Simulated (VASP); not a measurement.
## SmSb with r2SCAN + rVV10 + U: from relaxation to properties

Wanted: the relaxed cell of SmSb and its properties. The steps: magnetic start: ferromagnetic, magnetic start: antiferromagnetic, q = (0, 0, 1/2), magnetic start: antiferromagnetic, q = (1/2, 1/2, 0), the orders side by side, full relaxation (r2SCAN + rVV10 + U), second relaxation and density, ELF and potential (r2SCAN + rVV10 + U). The start is a cell from a database of measured crystal structures.

Calculated with VASP 6.6.1; r2SCAN with rVV10, DFT+U (Sm f 7 eV), spin-polarised from a ferromagnetic start (one magnetic atom a cell); plane waves and PAW (Sm, Sb), in the first sound run; inputs show where later runs differ.

Most raw output is cut from this account.

## (1) The starting structure

It takes space group Fm-3m (No. 225, cubic). Conventional cell: a = 6.268 Å, b = 6.268 Å, c = 6.268 Å, α = 90.00°, β = 90.00°, γ = 90.00°. Sm has 6 Sb at 3.13 Å nearest. Nearest to Sb lie 6 Sm at 3.13 Å. Farther neighbours are not listed.

## (2) Magnetic start: ferromagnetic

The properties of a magnet depend on its order, so a few collinear patterns are compared first on the cell as listed, beginning with all moments parallel. r2SCAN adds the kinetic-energy density, costs more than a GGA and is run with LASPH. LUSE_VDW switches on a nonlocal correlation term for dispersion. A Hubbard U penalises fractional filling of the localised shell, which semilocal functionals favour.

INCAR reads:

```
SYSTEM = SmSb
PREC = Accurate
ENCUT = 450
EDIFF = 1E-06
NELM = 150
ISMEAR = 0
SIGMA = 0.05
LREAL = .FALSE.
ALGO = Normal
METAGGA = R2SCAN
LUSE_VDW = .TRUE.
IVDW_NL = 2
BPARAM = 11.95
CPARAM = 0.0093
LASPH = .TRUE.
NBANDS = 20
ISPIN = 2
MAGMOM = 5 0
LDAU = .TRUE.
LDAUTYPE = 2
LDAUL = 3 -1
LDAUU = 7 0
LDAUJ = 0 0
LDAUPRINT = 1
LMAXMIX = 6
AMIX = 0.2
BMIX = 1E-04
AMIX_MAG = 0.8
BMIX_MAG = 1E-04
LORBIT = 11
LWAVE = .FALSE.
LCHARG = .FALSE.
KPAR = 4
ISIF = 2
```

POSCAR reads:

```
SmSb
1.0
    0.0000000000      3.1340000000      3.1340000000
    3.1340000000      0.0000000000      3.1340000000
    3.1340000000      3.1340000000      0.0000000000
Sm Sb
1 1
Direct
    0.5000000000      0.5000000000      0.5000000000
    0.0000000000      0.0000000000      0.0000000000
```

KPOINTS reads:

```
Automatic mesh
0
Gamma
6 6 6
0 0 0
```

PAW data sets: Sm and Sb (PBE family, release 64).

Launch:

```bash
> mpirun -np 4 vasp_std
```

It took 2.8 min on 4 MPI ranks of Intel Xeon Platinum 8488C (Sapphire Rapids), shared host; peak memory 1.4 GiB; 11 min of CPU time.

The k-mesh is coarse for a metal. DFT+U on an f shell has many metastable occupations, and no search among them was made; in a cell of high symmetry a shell can also be held partly filled, which no real ion shows. The PAW data sets were made with PBE, which is usual practice but a small mismatch for other functionals. At this level the cell is under a pressure of 6.4 GPa, so at these settings it is away from equilibrium.

Numbers from this step:

| Property | Result |
| --- | --- |
| SCF cycles | 34 |
| electrons | 21 |
| bands | 20 |
| irreducible k-points | 16 |
| symmetry operations | 48 |
| free energy (TOTEN) | -62.5846 eV |
| energy at zero smearing | -62.5820 eV |
| Fermi energy | 3.926 eV |
| pressure | 6.366 GPa |
| moment of the cell, from the last line of the log | 5.787 μB |
| metallic, judged on the points sampled | yes |

Spin moment in the PAW sphere by atom:

| atom | spin moment in the PAW sphere (μB) |
| --- | --- |
| Sm1 | 5.50 |
| Sb2 | -0.05 |

The run ends ferromagnetic with a largest moment of 5.50 μB, and the mesh shows no gap.

## (3) Magnetic start: antiferromagnetic, q = (0, 0, 1/2)

This step: r2SCAN with rVV10, DFT+U (Sm f 7 eV), spin-polarised from an antiferromagnetic start; plane waves and PAW (Sm, Sb) (VASP 6.6.1).

System of this step: SmSb. Symmetry: Fm-3m, No. 225, cubic system. The conventional cell has a = 6.268 Å, b = 6.268 Å, c = 6.268 Å, α = 90.00°, β = 90.00°, γ = 90.00°. Nearest to Sm lie 6 Sb at 3.13 Å. Nearest to Sb lie 6 Sm at 3.13 Å. Farther neighbours are not listed.

Next, a pattern with opposite moments, which needs a doubled cell; q is given in the reciprocal vectors of the primitive cell.

Changes to INCAR since step 2:

```diff
@@ -15,5 +15,5 @@
 LASPH = .TRUE.
-NBANDS = 20
+NBANDS = 29
 ISPIN = 2
-MAGMOM = 5 0
+MAGMOM = 5 -5 0 0
 LDAU = .TRUE.
```

POSCAR reads:

```
SmSb
1.0
    0.0000000000      3.1340000000      3.1340000000
    3.1340000000      0.0000000000      3.1340000000
    6.2680000000      6.2680000000      0.0000000000
Sm Sb
2 2
Direct
    0.5000000000      0.5000000000      0.2500000000
    0.5000000000      0.5000000000      0.7500000000
    0.0000000000      0.0000000000      0.0000000000
    0.0000000000      0.0000000000      0.5000000000
```

KPOINTS is that of step 2.

Launch:

```bash
> mpirun -np 4 vasp_std
```

Wall time 20 min (4 MPI ranks); peak memory 2.7 GiB; 81 min of CPU time.

At this level the cell is under a pressure of 6.2 GPa, so at these settings it is away from equilibrium.

Numbers from this step:

* SCF cycles: 83
* electrons: 42
* bands: 29
* irreducible k-points: 32
* symmetry operations: 12
* free energy (TOTEN): -125.2570 eV
* energy at zero smearing: -125.2553 eV
* Fermi energy: 3.972 eV
* pressure: 6.182 GPa

Spin moment in the PAW sphere by atom:

| atom | spin moment in the PAW sphere (μB) |
| --- | --- |
| Sm1 | 5.54 |
| Sm2 | -5.54 |
| Sb3 | 0.00 |
| Sb4 | 0.00 |

The energy lies -22.8 meV an atom from the first pattern. The run ends antiferromagnetic with a largest moment of 5.54 μB, and the mesh shows no gap.

## (4) Magnetic start: antiferromagnetic, q = (1/2, 1/2, 0)

INCAR is that of step 3.

POSCAR reads:

```
SmSb
1.0
    3.1340000000      3.1340000000      0.0000000000
   -3.1340000000      3.1340000000      0.0000000000
    0.0000000000      0.0000000000      6.2680000000
Sm Sb
2 2
Direct
    0.0000000000      0.0000000000      0.5000000000
    0.5000000000      0.5000000000      0.0000000000
    0.0000000000      0.0000000000      0.0000000000
    0.5000000000      0.5000000000      0.5000000000
```

KPOINTS reads:

```
Automatic mesh
0
Gamma
5 5 4
0 0 0
```

Launch:

```bash
> mpirun -np 4 vasp_std
```

The job ended after 5.5 min (4 MPI ranks; peak memory 2 GiB; 22 min of CPU time).

Numbers from this step:

- SCF cycles: 42
- irreducible k-points: 18
- symmetry operations: 16
- free energy (TOTEN): -126.5330 eV
- energy at zero smearing: -126.5329 eV
- Fermi energy: 4.843 eV
- pressure: 1.030 GPa

Spin moment in the PAW sphere by atom:

| atom | spin moment in the PAW sphere (μB) |
| --- | --- |
| Sm1 | 4.89 |
| Sm2 | -4.89 |
| Sb3 | 0.03 |
| Sb4 | -0.03 |

The energy lies -342.2 meV an atom from the first pattern. The run ends antiferromagnetic with a largest moment of 4.89 μB, and the mesh shows no gap.

## (5) The orders side by side

This step: collinear orders at r2SCAN, DFT+U (Sm f 7 eV); plane waves and PAW (VASP 6.6.1).

Derived from the runs above.

Patterns, by row:

| start | atoms | energy less that of the first (meV/atom) | largest site moment (μB) | end state |
| --- | --- | --- | --- | --- |
| ferromagnetic | 2 | 0 | 5.5 | ferromagnetic |
| antiferromagnetic, q = (0, 0, 1/2) | 4 | -22.8 | 5.54 | antiferromagnetic |
| antiferromagnetic, q = (1/2, 1/2, 0) | 4 | -342.2 | 4.89 | antiferromagnetic |

The session goes on in the lowest magnetic state found: antiferromagnetic, q = (1/2, 1/2, 0). So wide a spread can hold unlike occupations of d or f shells as well as the order. The patterns fill cells of other size, so they are sampled unlike, which blurs small differences between them. The next one lies 319.4 meV an atom higher.

## (6) Full relaxation (r2SCAN + rVV10 + U)

This step: r2SCAN with rVV10, DFT+U (Sm f 7 eV), spin-polarised from an antiferromagnetic start; plane waves and PAW (Sm, Sb) (VASP 6.6.1).

Properties are meant for the cell that this level of theory prefers, so cell and atoms are relaxed first (ISIF = 3) until forces and stress are small; EDIFFG sets the threshold.

Changes to INCAR since step 4:

```diff
@@ -17,3 +17,3 @@
 ISPIN = 2
-MAGMOM = 5 -5 0 0
+MAGMOM = 4.89 -4.89 0.03 -0.03
 LDAU = .TRUE.
@@ -33,2 +33,5 @@
 KPAR = 4
-ISIF = 2
+IBRION = 2
+NSW = 60
+ISIF = 3
+EDIFFG = -0.01
```

POSCAR is that of step 4.

KPOINTS is that of step 4.

Launch:

```bash
> mpirun -np 4 vasp_std
```

Run time: 23 min. Hardware: 4 MPI ranks; peak memory 2 GiB.

The magnetic order is the lowest of the few collinear ones that converged above; longer or canted patterns were not tried. With U or an open f shell each start may have settled in an orbital state of its own, so the order itself isn't shown. The cell is doubled for it, so bands and modes from the zone boundary of the chemical cell fold onto Γ and the labels are those of the larger cell. The run keeps the 16 symmetry operations of its start, so it cannot find a distortion of lower symmetry.

Relaxation path:

| step | energy less that of the first step (eV) | largest force (eV/Å) | pressure (GPa) | volume (Å³) |
| --- | --- | --- | --- | --- |
| 1 | 0.0000 | 0.0000 | 1.06 | 123.13 |
| 2 | -0.0059 | 0.0000 | -0.60 | 126.77 |
| 3 | -0.0089 | 0.0000 | -0.03 | 125.44 |
| 4 | -0.0089 | 0.0000 | 0.01 | 125.48 |
| 5 | -0.0081 | 0.0000 | -0.38 | 126.13 |
| 6 | -0.0089 | 0.0000 | -0.13 | 125.57 |
| 7 | -0.0090 | 0.0000 | 0.08 | 125.15 |
| 8 | -0.0090 | 0.0000 | 0.03 | 125.33 |

| cell as run | before | after | change |
| --- | --- | --- | --- |
| a (Å) | 4.432 | 4.468 | +0.8 % |
| b (Å) | 4.432 | 4.468 | +0.8 % |
| c (Å) | 6.268 | 6.278 | +0.2 % |
| volume (Å³/atom) | 30.78 | 31.33 | +1.8 % |

The relaxed structure:

```
Sm Sb
1.0
     3.15931    3.15931    0.00000
    -3.15931    3.15931    0.00000
     0.00000    0.00000    6.27806
Sm Sb
2 2
Direct
  0.00000 0.00000 0.50000
  0.50000 0.50000 0.00000
  0.00000 0.00000 0.00000
  0.50000 0.50000 0.50000
```

This step gave:

| Item | Value |
| --- | --- |
| free energy (TOTEN) | -126.5421 eV |
| energy at zero smearing | -126.5415 eV |
| Fermi energy | 4.709 eV |
| pressure | 0.03135 GPa |
| SCF cycles over all ionic steps | 129 |

It ends with forces that vanish by symmetry and a pressure of 0.03 GPa.

## (7) Second relaxation

The basis stayed that of the start cell while the cell moved. A rerun from the cell reached resets it; the error of the finite cutoff stays.

INCAR is that of step 6.

POSCAR reads:

```
SmSb
1.0
    3.1593063899      3.1593063899      0.0000000000
   -3.1593063899      3.1593063899      0.0000000000
    0.0000000000      0.0000000000      6.2780620085
Sm Sb
2 2
Direct
    0.0000000000      0.0000000000      0.5000000000
    0.5000000000      0.5000000000      0.0000000000
    0.0000000000      0.0000000000      0.0000000000
    0.5000000000      0.5000000000      0.5000000000
```

KPOINTS is that of step 6.

Launch:

```bash
> mpirun -np 4 vasp_std
```

Wall time 12 min (4 MPI ranks); peak memory 2 GiB.

Little changed from the start: no atom moved by 0.005 Å and no cell edge by 0.1 %.

This step gave:

| Quantity | Value |
| --- | --- |
| free energy (TOTEN) | -126.5452 eV |
| energy at zero smearing | -126.5446 eV |
| Fermi energy | 4.704 eV |
| pressure | -0.02098 GPa |
| SCF cycles over all ionic steps | 76 |

It ends with forces that vanish by symmetry and a pressure of -0.02 GPa. The volume moved by only 0.07 %, so the volume is settled.

## (8) Density, ELF and potential (r2SCAN + rVV10 + U)

A single point on the relaxed cell gives a clean self-consistent state, with density, ELF and potential written out.

Changes to INCAR since step 7:

```diff
@@ -31,7 +31,5 @@
 LWAVE = .FALSE.
-LCHARG = .FALSE.
-KPAR = 4
-IBRION = 2
-NSW = 60
-ISIF = 3
-EDIFFG = -0.01
+LCHARG = .TRUE.
+ISIF = 2
+LELF = .TRUE.
+LVHAR = .TRUE.
```

POSCAR reads:

```
SmSb
1.0
    3.1601712869      3.1601712869      0.0000000000
   -3.1601712869      3.1601712869      0.0000000000
    0.0000000000      0.0000000000      6.2787771684
Sm Sb
2 2
Direct
    0.0000000000      0.0000000000      0.5000000000
    0.5000000000      0.5000000000      0.0000000000
    0.0000000000      0.0000000000      0.0000000000
    0.5000000000      0.5000000000      0.5000000000
```

KPOINTS is that of step 7.

Launch:

```bash
> mpirun -np 4 vasp_std
```

It took 15 min on 4 MPI ranks; peak memory 1.1 GiB.

The electronic loop ended without reaching EDIFF, so its numbers are not used.

At the end rms(c) stands at 7e-02, against 2e+00 half way through the cycles shown.

## (9) Summary of results

```
relaxed volume                            : 31.35 Å³/atom
relaxed conventional cell a, b, c         : 4.469, 4.469, 6.279 Å
space group after relaxing, within 0.02 Å : I4/mmm (No. 139)
```

In words: With r2SCAN + rVV10 + U, SmSb relaxes to 31.35 Å³/atom in space group I4/mmm. Against the listed cell the volume lies +1.9 %, and the symmetry falls from Fm-3m to I4/mmm, as the imposed magnetic order allows. Not obtained: density, ELF and potential (r2SCAN + rVV10 + U), because the run did not converge. Spin-orbit coupling is left out, and with elements this heavy it would split and shift bands near the Fermi level. The k-sampling is coarse for a metal, so the Fermi level, moments, pressures and the shape of the cell carry errors. Only a few collinear orders were tried, on the cell as listed. No search among competing phases was made, and a listed structure need not be the one stable at ambient conditions. All values are for a static lattice at zero temperature.

[Lines on the potential files, build, host, timing and source positions are cut from VASP's logs without a mark.]

[Logs are printed without paths, hosts, clocks, repeated set-up lines and the standing remarks that a program may print on its own settings, such as how far it seeks lower states.]

[Hosts, paths, dates, database ids (printed as entryN), source tags and the programs' standing remarks are cut or masked in the printed files.]

[A measured line is paired with the nearest computed mode of its activity, which favours agreement.]

[In band tables of VASP the shares of atoms and orbitals are scaled to a sum of 1 inside the atoms' spheres.]
